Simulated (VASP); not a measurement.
Runs of VASP 6.6.1 on C2O2H4. The cell holds a molecule in a box, 8 atoms: a = 13.000 Å, b = 12.000 Å, c = 12.000 Å, α = 90.00°, β = 90.00°, γ = 90.00°. 

```tsv
task	level	cell	grid for exact exchange (PRECFOCK)	exchange at q = 0	gap on the mesh (eV)	largest force (eV/Å)
single point	PBE0+D3(BJ)	as given	Normal	default	(b)	0.24
relaxation of the atoms	RPBE	atoms relaxed	-	-	4.12	0.01
single point	BEEF-vdW	as given	-	-	4.02	0.82
single point	r2SCAN0+D4	as given	Normal	truncated	(a)	0.33
```

Alike in all rows: potentials or basis VASP PAW PBE potentials, release 64 (C, O, H); no spin polarisation; k mesh 1 × 1 × 1; cutoff (eV) 520; smearing gaussian 0.01 eV.

**Question.** Estimate the missing entries.

**Answer.** (a) 6.31; (b) 5.93.

Caveats: the PAW data sets were made with another functional, which shifts forces and pressure a little.

Runs at the PBE level aren't shown here.
